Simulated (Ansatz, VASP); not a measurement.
# Ga13P9O42: VASP beside Ansatz

Wanted: the spread between two codes on one cell, functional and k mesh. The structure shown is frame 40 of Ansatz's trajectory.

Calculated with Ansatz 0.2.0; plane waves, with VASP 6.6.1 beside it; single point at revPBE.

### 1. The structure

The cell holds 128 atoms: 26 Ga, 18 P and 84 O. Cell: a = 11.458 Å, b = 11.458 Å, c = 11.458 Å, α = 90.0°, β = 90.0°, γ = 90.0°. As first built, before any earlier steps moved the atoms (in the runner's words): 128 atoms (26 Fe, 18 P, 84 O) placed at random at 3.33 g/cm^3, melted at 5000 K for 10 ps at fixed volume with the Morse and Coulomb pair potential with partial charges (Pedone, Malavasi, Menziani, Cormack and Segre, J. Phys. Chem. B 110, 11780 (2006)). Quenched from 5000 K to 300 K at 100 K/ps and fixed volume, held 10 ps at zero pressure, then minimised at fixed cell. Then Fe was replaced by Ga and the cell scaled by 1.005 (the potential has no terms for the new elements, so the cell is a start for a DFT relaxation).

### 2. Ansatz: dynamics, revPBE

Ansatz runs on its default PAW (the set named soft_2) files.

One frame of this run of dynamics is then solved in both programs, so the motion causes no difference.

The input, input.yaml:

```yaml
crystal:
  lattice:
    - [11.45846, 0.0, 0.0]
    - [0.0, 11.45846, 0.0]
    - [0.0, 0.0, 11.45846]
  atoms:
    - { symbol: Ga, position: [0.94636, 0.57109, 0.56067] }
    - { symbol: Ga, position: [0.75142, 0.39916, 0.18327] }
    - { symbol: Ga, position: [0.50589, 0.80942, 0.79156] }
    - { symbol: Ga, position: [0.42987, 0.10167, 0.70808] }
    - { symbol: Ga, position: [0.73535, 0.8971, 0.8342] }
    - { symbol: Ga, position: [0.84889, 0.05031, 0.05133] }
    - { symbol: Ga, position: [0.87766, 0.11891, 0.772] }
    - { symbol: Ga, position: [0.64777, 0.60941, 0.42536] }
    - { symbol: Ga, position: [0.22146, 0.70273, 0.86706] }
    - { symbol: Ga, position: [0.56558, 0.89694, 0.56206] }
    - { symbol: Ga, position: [0.2347, 0.98758, 0.45188] }
    - { symbol: Ga, position: [0.49281, 0.47334, 0.87066] }
    - { symbol: Ga, position: [0.49965, 0.74921, 0.03352] }
    - { symbol: Ga, position: [0.45864, 0.39058, 0.60771] }
    - { symbol: Ga, position: [0.19772, 0.4101, 0.78769] }
    - { symbol: Ga, position: [0.49406, 0.10223, 0.41994] }
    - { symbol: Ga, position: [0.07812, 0.53574, 0.02173] }
    - { symbol: Ga, position: [0.73363, 0.64494, 0.97129] }
    - { symbol: Ga, position: [0.78385, 0.4055, 0.91331] }
    - { symbol: Ga, position: [0.63831, 0.1945, 0.87296] }
    - { symbol: Ga, position: [0.27389, 0.25004, 0.46447] }
    - { symbol: Ga, position: [0.13816, 0.39082, 0.25131] }
    - { symbol: Ga, position: [0.34095, 0.17594, 0.22484] }
    - { symbol: Ga, position: [0.25127, 0.78297, 0.16543] }
    - { symbol: Ga, position: [0.05912, 0.85266, 0.98032] }
    - { symbol: Ga, position: [0.83521, 0.04582, 0.33289] }
    - { symbol: P, position: [0.67781, 0.19594, 0.59536] }
    - { symbol: P, position: [0.22217, 0.52163, 0.49624] }
    - { symbol: P, position: [0.09582, 0.0189, 0.21357] }
    - { symbol: P, position: [0.14475, 0.15242, 0.67487] }
[... 92 atom lines left out ...]
    - { symbol: O, position: [0.56264, 0.49444, 0.69984] }
    - { symbol: O, position: [0.75656, 0.73617, 0.1024] }
    - { symbol: O, position: [0.15572, 0.70876, 0.0337] }
    - { symbol: O, position: [0.58842, 0.12809, 0.01979] }
    - { symbol: O, position: [0.71963, 0.58386, 0.57848] }
    - { symbol: O, position: [0.80189, 0.17189, 0.62964] }
kpoints:
  mp_grid: { grid: [1, 1, 1] }
hamiltonian:
  xc: revpbe
scf:
  occupations: { method: fixed }
output:
  forces: true
md:
  timestep: 1.0
  n_steps: 120
  ensemble: nvt_nose_hoover
  temperature: 300
  initial_velocities: maxwell_boltzmann
  seed: 9588
```

Started as:

```bash
ansatz run input.yaml --threads 4 --pin off --max-ram 8192MiB --backend cpu --events-out ev --progress --plain --runs-dir out
```

Numbers of over 12 decimals in the logs are rounded to 6 here.

What it wrote:

```text
Warning: md: disabling space-group detection — thermal motion breaks the input geometry's symmetry, so no spatial operation reduces the k-mesh or symmetrises the density; time reversal is kept, so that k and −k are solved as one point where they differ and the mesh holds both, and exact exchange and, on two spinor components, a DFT+U term hold to it where the run has them: on two components no moment then forms, and  [...]
Engine: ansatz 0.2.0, aarch64-unknown-linux-gnu
Pseudopotentials: kind: paw
Pseudopotential: Ga, paw, valence charge 13, recommended cutoff 420 eV (normal), Ga.paw.azcp
Pseudopotential: P, paw, valence charge 5, recommended cutoff 420 eV (normal), P.paw.azcp
Pseudopotential: O, paw, valence charge 6, recommended cutoff 420 eV (normal), O.paw.azcp
Functional definition: revPBE
  parameter kappa = 1.245
  parameter beta = 0.066725
  exchange = pbe_x(kappa = kappa, mu = beta*pi^2/3)
  correlation = pbe_c(beta = beta)
Crystal: 128 atoms, lattice volume = 1504.453 Å³
Basis set: ecut = 420 eV, 29423 PW (Γ), exchange–correlation on 160×160×160 points (8 copies of the dense FFT grid, shifted against one another)
Bands: 594, of which v1, the nominal top of the filled ones, is band 466 counted from 1 (465 counted from 0)
Symmetry: 1 space group operations
k-points: 1
Non-local potential: Ga, projectors of the file, l = 0: 2, l = 1: 2, l = 2: 3, l = 3: 1
Non-local potential: P, projectors of the file, l = 0: 2, l = 1: 2, l = 2: 2
Non-local potential: O, projectors of the file, l = 0: 2, l = 1: 2, l = 2: 1
PAW form: soft (Blöchl's): semilocal exchange-correlation on the pseudo side does not see the compensation charge
PAW frozen core: Ga, regenerated for the run's functional, and the local potential with it (the file was generated under x = pbe(κ = 0.804, μ = 0.219515), c = pbe(β = 0.066725))
PAW frozen core: P, regenerated for the run's functional, and the local potential with it (the file was generated under x = pbe(κ = 0.804, μ = 0.219515), c = pbe(β = 0.066725))
PAW frozen core: O, regenerated for the run's functional, and the local potential with it (the file was generated under x = pbe(κ = 0.804, μ = 0.219515), c = pbe(β = 0.066725))
PAW one-centre angular grid: Ga, 590 points (default); XC on 64 Gauss nodes
PAW one-centre angular grid: P, 110 points (default); XC on 64 Gauss nodes
PAW one-centre angular grid: O, 110 points (default); XC on 64 Gauss nodes
Initial density: superposition of atomic densities (neutral atoms: chi_scale 0, normalization atom), corrected by the library's trained network
Initial wavefunctions: pseudopotential atomic-orbital guess
Functional: x = revpbe(κ = 1.245, μ = 0.219515), c = pbe(β = 0.066725)
SCF iter   1: F=—  HF=-159900.609782 eV  |F-HF|=—  |Δ(HF+E_count)|=         —  Δρ=5.37e-3  dr2=4.80e-1  ethr=1.77e-3  ⟨swp⟩=5.0  Hψ=2225  notcnv=0  defer=124
preconditioner: auto → Resta (q_TF=auto, 2.519 Å⁻¹)  ε∞=3.8  [insulator: Δε(μ)=1.852 eV  Ē_g=17.400 eV  n_scr=436 (ndim 8)  ℏωp=29.2 eV  f_vac=0.112  ε∞_Penn≈3.8]
SCF iter   2: F=—  HF=-159900.532088 eV  |F-HF|=—  |Δ(HF+E_count)|=   7.77e-2  Δρ=2.69e-3  dr2=9.05e-2  ethr=5.15e-5  ⟨swp⟩=3.0  Hψ=1016  notcnv=0  defer=126
SCF iter   3: F=—  HF=-159900.528737 eV  |F-HF|=—  |Δ(HF+E_count)|=   3.35e-3  Δρ=1.10e-3  dr2=2.36e-2  ethr=9.71e-6  ⟨swp⟩=3.0  Hψ=865  notcnv=0  defer=126
SCF iter   4: F=—  HF=-159900.528507 eV  |F-HF|=—  |Δ(HF+E_count)|=   2.31e-4  Δρ=4.49e-4  dr2=2.88e-3  ethr=2.53e-6  ⟨swp⟩=3.0  Hψ=874  notcnv=0  defer=126
SCF iter   5: F=—  HF=-159900.528715 eV  |F-HF|=—  |Δ(HF+E_count)|=   2.08e-4  Δρ=2.01e-4  dr2=6.14e-4  ethr=3.10e-7  ⟨swp⟩=3.0  Hψ=893  notcnv=0  defer=126
SCF iter   6: F=—  HF=-159900.529173 eV  |F-HF|=—  |Δ(HF+E_count)|=   4.59e-4  Δρ=9.66e-5  dr2=1.37e-4  ethr=6.58e-8  ⟨swp⟩=2.0  Hψ=916  notcnv=0  defer=126
SCF iter   7: F=—  HF=-159900.529227 eV  |F-HF|=—  |Δ(HF+E_count)|=   5.31e-5  Δρ=3.16e-5  dr2=1.77e-5  ethr=1.47e-8  ⟨swp⟩=3.0  Hψ=898  notcnv=0  defer=126
SCF iter   8: F=—  HF=-159900.529720 eV  |F-HF|=—  |Δ(HF+E_count)|=   4.94e-4  Δρ=1.45e-5  dr2=3.24e-6  ethr=1.90e-9  ⟨swp⟩=3.0  Hψ=1065  notcnv=0  defer=125
SCF iter   9: F=—  HF=-159900.529723 eV  |F-HF|=—  |Δ(HF+E_count)|=   3.03e-6  Δρ=6.47e-6  dr2=5.73e-7  ethr=3.48e-10  ⟨swp⟩=2.0  Hψ=936  notcnv=0  defer=125
SCF iter  10: F=-159900.529724 eV  HF=-159900.529724 eV  |F-HF|=1.03e-7  |Δ(HF+E_count)|=   5.72e-7  Δρ=2.23e-6  dr2=8.22e-8  ethr=1.07e-11  ⟨swp⟩=3.0  Hψ=2126  notcnv=0
[...]
SCF iter   5: F=—  HF=-159904.230833 eV  |F-HF|=—  |Δ(HF+E_count)|=   4.35e-5  Δρ=8.12e-5  dr2=8.77e-5  ethr=1.86e-8  ⟨swp⟩=3.0  Hψ=990  notcnv=0  defer=124
SCF iter   6: F=—  HF=-159904.230635 eV  |F-HF|=—  |Δ(HF+E_count)|=   1.98e-4  Δρ=1.76e-5  dr2=4.30e-6  ethr=9.41e-9  ⟨swp⟩=2.0  Hψ=1001  notcnv=0  defer=124
SCF iter   7: F=—  HF=-159904.230639 eV  |F-HF|=—  |Δ(HF+E_count)|=   3.56e-6  Δρ=1.15e-5  dr2=1.72e-6  ethr=4.61e-10  ⟨swp⟩=3.0  Hψ=1069  notcnv=0  defer=124
SCF iter   8: F=—  HF=-159904.230639 eV  |F-HF|=—  |Δ(HF+E_count)|=   2.52e-7  Δρ=3.77e-6  dr2=2.09e-7  ethr=1.84e-10  ⟨swp⟩=2.0  Hψ=935  notcnv=0  defer=124
SCF iter   9: F=-159904.230639 eV  HF=-159904.230639 eV  |F-HF|=1.65e-8  |Δ(HF+E_count)|=   1.25e-7  Δρ=2.05e-6  dr2=5.77e-8  ethr=1.07e-11  ⟨swp⟩=5.0  Hψ=1729  notcnv=0
SCF 121 converged in 9 iterations: F = -159904.230639 eV  dr2 = 5.77e-8
md step   120: t =   120.00 fs  T =   412.3 K  F+E_penalty+E_count = -159904.23063938 eV  E_kin = 6.768677 eV  conserved = -159895.61493333 eV  (9 SCF iters)
SCF converged after 9 iterations
Free energy (F): -159904.230639 eV
Harris-Foulkes:  -159904.230639 eV  (|F-HF|=1.65e-8)
Internal energy: -159904.230639 eV  (E = F + TS)
E sigma→0 (E₀):  -159904.230639 eV
Fermi energy:    6.005168 eV
--- Per-component energies (eV) ---
  E_band       = -3272.134016
  E_kinetic    = 19247.259055
  E_local      = -97947.523157  (includes V_loc(G=0)·N_el)
  E_nonlocal   = 15788.121302
  E_hartree    = 42192.687893
  E_xc         = -9094.446272
  E_vxc        = -10487.911492  (∫ρ·V_xc dr)
  E_paw        = -75756.629952  (= ΣΔE_a)
  E_vpaw       = -14257.659803  (= ΣTr[D̂ρ^β])
  E_aug_tail   = 0.204492  (compensation charges beyond the density's cutoff)
  E_ewald      = -54329.858865
  E_core_change = -4.045135  (= ΣΔE_core)
  E_smearing   = -0.000000  (= −TS)
  E_closure    = -0.000000  (closes the sum)
  Σ components = -159904.230639   (vs F -159904.230639, Δ=0.00e0)
--- Forces (eV/Å), atoms counted from 1 ---
  atom   1  Ga    -0.52805623     0.16331136    -0.30392202
  atom   2  Ga    -0.83509250    -1.07296595    -2.19517876
  atom   3  Ga     0.77410625     0.80052280    -0.60424656
  atom   4  Ga     0.31283827    -0.30609684    -0.13205296
  atom   5  Ga    -0.03862183     0.38268162     0.33639898
  atom   6  Ga    -0.16045776    -1.38479681    -0.16540863
  atom   7  Ga     0.45216906    -0.51958950     0.76315563
  atom   8  Ga    -0.51871106     0.59622528    -0.03824548
  atom   9  Ga    -0.52250511     0.12610758     0.68190100
  atom  10  Ga     0.00116882     0.64210250    -0.00579480
  atom  11  Ga     0.94319382     0.52763364     0.54671051
  atom  12  Ga     0.22319097    -0.83673460    -0.50570367
  atom  13  Ga    -0.20342359     0.90573190    -0.00722265
  atom  14  Ga    -0.75178324     0.72546296     0.83778317
  atom  15  Ga     0.31199004    -0.17673806    -0.54262917
  atom  16  Ga     0.08107910     1.72940981    -0.26900498
  atom  17  Ga    -0.33313788     0.55924699     1.13167919
  atom  18  Ga     0.04507427     0.02631339     0.23623267
  atom  19  Ga    -0.51761651    -1.34877423     0.04759117
  atom  20  Ga    -0.71880664     0.84855134     1.04127991
  atom  21  Ga    -0.69298854     0.73506972    -0.87781402
  atom  22  Ga    -0.55280668     0.75083245     0.19543525
  atom  23  Ga    -0.69559117     0.77209999     0.76106695
  atom  24  Ga     0.09255660     0.17059148     0.25320733
[...]
atom 121  O     -0.14203370    -0.04893566     0.20306023
  atom 122  O     -0.67951690     0.64596529    -0.27881843
  atom 123  O      1.02055654     0.64997488    -0.24736807
  atom 124  O      0.01285615     0.52054798     1.17543722
  atom 125  O      0.56410034    -0.97588248    -0.36136346
  atom 126  O     -1.32321417    -0.04668552     0.11513972
  atom 127  O      0.40154449    -0.10962766    -0.97548423
  atom 128  O     -0.54353961     0.05037732    -0.39254615
  max |Σ_I F_I| component: 4.42e-5 eV/Å
--- MD trajectory: 120 steps, t = 0.0 → 120.0 fs ---
  final state: T = 412.3 K   F+E_penalty+E_count = -159904.23063938 eV   E_kin = 6.768677 eV
  conserved energy: peak-to-peak 1.416e-2 eV (1.106e-4 eV/atom) over 120.0 fs
```

In the SCF lines HF is the Harris–Foulkes energy and dr2 the Hartree energy of the density residual, in eV; the loop may stop once dr2 is under the threshold and the program's other checks hold. Hψ counts applications of the Hamiltonian.

### 3. VASP: single point, revPBE

The same cell, functional and mesh now go to VASP, with its own data sets.

Lines of VASP's logs that name or quote its potential files are left out, and so is its time.

The input, INCAR:

```
SYSTEM = Ga13P9O42
PREC = Accurate
ENCUT = 520
EDIFF = 1E-06
NELM = 120
ISMEAR = 0
SIGMA = 0.01
LREAL = Auto
ALGO = Normal
GGA = RE
NBANDS = 560
LORBIT = 11
LWAVE = .FALSE.
LCHARG = .FALSE.
ISIF = 2
LASPH = .TRUE.
GGA_COMPAT = .FALSE.
EFERMI = MIDGAP
NCORE = 4
```

The input, POSCAR:

```
Ga13P9O42
1.0
   11.4584600000      0.0000000000      0.0000000000
    0.0000000000     11.4584600000      0.0000000000
    0.0000000000      0.0000000000     11.4584600000
Ga P O
26 18 84
Direct
    0.9530512826      0.5687326220      0.5537306060
    0.7573356280      0.4003330290      0.1772664040
    0.5008351908      0.8088870581      0.8008493288
    0.4240534941      0.1017763295      0.7079049017
    0.7271919612      0.9039347347      0.8346147737
    0.8617912006      0.0533841371      0.0498758123
    0.8785473790      0.1206008486      0.7640991896
    0.6401383781      0.6092179926      0.4125772573
    0.2239829785      0.7052169314      0.8634755456
    0.5623617833      0.8956090085      0.5665857367
    0.2299872758      0.9937461055      0.4571644008
    0.5018039073      0.4691380866      0.8757285010
    0.4933560007      0.7417750727      0.0248637251
    0.4576880314      0.3868146330      0.6007351773
    0.2131961887      0.4072798613      0.7886138277
    0.5034097078      0.0956934876      0.4311835971
    0.0648516467      0.5416958300      0.0127242230
    0.7354915058      0.6540145883      0.9740663230
    0.7772772257      0.3925047519      0.9166589577
    0.6402692858      0.2009606876      0.8746376040
    0.2799329055      0.2492481538      0.4666595686
    0.1307680090      0.3840132095      0.2523026655
    0.3437983813      0.1752067904      0.2233982577
    0.2551040890      0.7805499168      0.1639050972
    0.0515514301      0.8546436432      0.9833607658
    0.8448692058      0.0490380034      0.3392777040
    0.6776652360      0.1977578139      0.5960399565
    0.2117998405      0.5238487545      0.4971610496
    0.1069689993      0.0225335691      0.2197328437
    0.1475765504      0.1566440866      0.6766092477
[... 92 atom lines left out ...]
    0.5582861920      0.4892716822      0.7062467382
    0.7627901132      0.7598403276      0.1026141384
    0.1552651927      0.7255512521      0.0201859587
    0.5843979034      0.1292843890      0.0200637782
    0.7153404559      0.5686017144      0.5735936592
    0.8061379976      0.1744737076      0.6202229619
```

The input, KPOINTS:

```
Automatic mesh
0
Gamma
1 1 1
0 0 0
```

PAW data sets: Ga_d, P and O (PBE family, release 64).

Started as:

```bash
mpirun -np 16 vasp_gam
```

What it wrote:

```text
[banner, memory and clock lines left out]
running   16 mpi-ranks, on    1 nodes
[...]
|                                                                             |
|               ----> ADVICE to this user running VASP <----                  |
|                                                                             |
|     You enforced a specific xc type in the INCAR file but a different       |
|     [... a line on the potential file left out ...]
|     I HOPE YOU KNOW WHAT YOU ARE DOING!                                     |
|                                                                             |

 LDA part: xc-table for (Slater+PW92), standard interpolation
 POSCAR, INCAR and KPOINTS ok, starting setup
[...]
entering main loop
       N       E                     dE             d eps       ncg     rms          rms(c)
DAV:   1     0.268395009643E+05    0.26840E+05   -0.34325E+05  1120   0.285E+03
DAV:   2     0.617750025219E+04   -0.20662E+05   -0.19597E+05  1120   0.886E+02
DAV:   3    -0.968870403939E+02   -0.62744E+04   -0.58932E+04  1552   0.368E+02
DAV:   4    -0.870742688011E+03   -0.77386E+03   -0.76082E+03  1568   0.139E+02
[...]
DAV:  17    -0.783785057786E+03   -0.11843E-04   -0.10615E-04  1600   0.415E-02    0.865E-03
DAV:  18    -0.783785063080E+03   -0.52938E-05   -0.65348E-05  1328   0.241E-02    0.581E-03
DAV:  19    -0.783785063185E+03   -0.10464E-06   -0.89577E-06  1096   0.211E-02
   1 F= -.78378506E+03 E0= -.78378506E+03  d E =0.000000E+00
```

From OUTCAR (step 3):

```text
  Total       35.7145312     29.6420778     -6.7244515      0.8162063    -12.6630799     -5.0695219
  in kB       38.0344181     31.5675202     -7.1612476      0.8692241    -13.4856278     -5.3988198
  external PRESSURE =      20.8135636 kB  Pullay stress =       0.0000000 kB

 POSITION                                       TOTAL-FORCE (eV/Angst)
 -----------------------------------------------------------------------------------
     10.92050      6.51680      6.34490        -0.077324      0.240089      0.444251
      8.67790      4.58720      2.03120         0.038801     -0.219337      0.536627
      5.73880      9.26860      9.17650         0.973355     -0.010467     -1.529608
      4.85900      1.16620      8.11150        -0.468233      0.412609      0.180292
      8.33250     10.35770      9.56340         0.529550     -0.158590     -1.063229
[...]
10.90150      6.78580      8.35620        -0.335841     -0.359053     -1.197259
      3.02540      3.31520      3.57960        -0.438753      0.648056     -0.255258
      7.24790      3.28140      1.99270         1.000275      1.162793     -0.200482
      7.04040      4.06890     10.57080        -0.667030      0.462655     -0.241226
      7.46510      1.35460      5.63450        -0.606161     -1.665145     -1.791838
      6.02330      1.26400      2.59330        -1.800049     -1.050177      1.470119
      2.15970      1.33380      2.10790         1.289415      0.365507      0.204291
      9.37020      8.50560      9.72010        -1.014730      0.554669     -0.148505
[...]
-----------------------------------------------------------------------------------
    total drift:                                0.030383      0.026409     -0.050244

  FREE ENERGIE OF THE ION-ELECTRON SYSTEM (eV)
  ---------------------------------------------------
  free  energy   TOTEN  =      -783.7850631849 eV

  energy  without entropy=     -783.7850631849  energy(sigma->0) =     -783.78506318

[... 3 further parts left out ...]
[key lines of the parts left out:]
E-fermi :   3.9034
```

The run ends at a pressure of 2.08 GPa, with forces up to 4.2 eV/Å.

### 4. Differences

Known differences besides the potentials themselves: fixed occupations in Ansatz, narrow Gaussian smearing in VASP; the cutoff is 420 eV in Ansatz and 520 eV in VASP (PREC = Accurate, projectors in real space); Ansatz makes its cores anew for this functional, VASP keeps those of its PBE data sets. Total energies have different zeros and are not compared.

Forces on 8 of the 128 atoms, those with the largest forces and the largest differences (eV/Å; atoms numbered as in POSCAR):

| atom | Ansatz x, y, z | VASP x, y, z |
| --- | --- | --- |
| P29 | -1.379, -1.903, 2.345 | -1.356, -1.855, 2.306 |
| O50 | 2.791, -1.268, 0.719 | 2.641, -1.187, 0.715 |
| O62 | -2.932, 0.498, -0.896 | -2.739, 0.492, -0.881 |
| O79 | 1.423, 0.530, 0.140 | 1.289, 0.366, 0.204 |
| O82 | 1.975, 2.189, 0.633 | 1.840, 2.049, 0.624 |
| O84 | 0.966, 3.498, -2.534 | 0.918, 3.320, -2.406 |
| O113 | -0.668, 2.209, 3.077 | -0.652, 2.096, 2.912 |
| O120 | 3.715, -0.448, -0.846 | 3.496, -0.437, -0.820 |

The forces differ by 66 meV/Å r.m.s., which is 7.1 % of the r.m.s. force of 0.936 eV/Å (both taken over all components).

### 5. Summary of results

| Property | Result |
| --- | --- |
| r.m.s. force difference (single point, revPBE) | 7.1 % of the r.m.s. force |

In words: The r.m.s. force difference is 7.1 % of the r.m.s. force (single point, revPBE), beyond the 3 % picked in this series as the mark of a large difference. What causes the difference of the single point, revPBE pair stays open here. 2 further runs of this series are not shown here. How closely two codes agree says nothing of how well the functional describes the real material.

[Lines on the potential files, build, host, timing and source positions are cut from VASP's logs without a mark.]

[Logs are printed without paths, hosts, clocks, repeated set-up lines and the standing remarks that a program may print on its own settings, such as how far it seeks lower states.]

[Hosts, paths, dates, database ids (printed as entryN), source tags and the programs' standing remarks are cut or masked in the printed files.]
